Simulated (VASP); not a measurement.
Computed with LDA (Ceperley-Alder, Perdew-Zunger), VASP's LDA PAW potentials (set 64) (plane waves; VASP).

VASP ran on this input.

**KPOINTS**
```
Automatic mesh
0
Gamma
6 6 6
0 0 0
```

**POSCAR**
```
BaZrO3
1
    4.1062000000     0.0000000000     0.0000000000
    0.0000000000     4.1062000000     0.0000000000
    0.0000000000     0.0000000000     4.1062000000
Ba Zr O
1 1 3
Direct
  0.0000000000   0.0000000000   0.0000000000
  0.5000000000   0.5000000000   0.5000000000
  0.5000000000   0.0000000000   0.5000000000
  0.0000000000   0.5000000000   0.5000000000
  0.5000000000   0.5000000000   0.0000000000
```

INCAR:
```
SYSTEM = BaZrO3
PREC = Accurate
ENCUT = 400
EDIFF = 1E-6
NELM = 100
ALGO = Normal
LREAL = .FALSE.
LASPH = .TRUE.
ISMEAR = -1
SIGMA = 0.05
LMAXMIX = 4
LWAVE = .FALSE.
LCHARG = .FALSE.
ISIF = 2
```

POTCAR, in this order: Ba_sv Zr_sv O (LDA.64 set). Program: vasp_std.

At this cut-off the stress carries a Pulay error, which pulls relaxed volumes low.

**Question.** What does the run give for the energy per atom (σ→0), pressure?

**Answer.** 
| Quantity | Result |
|---|---|
| energy per atom (σ→0) | -9149 meV/atom |
| pressure | 3.18 GPa |

### OSZICAR
```
...
DAV:   7    -0.458042149460E+02    0.10092E+00   -0.29685E+00  1392   0.102E+01    0.918E+00
DAV:   8    -0.457481074085E+02    0.56108E-01   -0.24918E-01  1272   0.401E+00    0.651E-01
DAV:   9    -0.457442531186E+02    0.38543E-02   -0.50800E-02  1360   0.126E+00    0.410E-01
DAV:  10    -0.457441681077E+02    0.85011E-04   -0.11310E-02  1312   0.931E-01    0.198E-01
DAV:  11    -0.457439383262E+02    0.22978E-03   -0.16976E-03  1232   0.356E-01    0.315E-02
DAV:  12    -0.457439347409E+02    0.35853E-05   -0.83758E-05  1344   0.680E-02    0.221E-02
DAV:  13    -0.457439347018E+02    0.39028E-07   -0.35414E-06  1184   0.154E-02
   1 F= -.45743935E+02 E0= -.45743935E+02  d E =-.925064E-10
```

The structure is a typed BaZrO3 crystal (Pm-3m). The cell was not relaxed at this level, and its volume differs by -5.9 % from the start's.
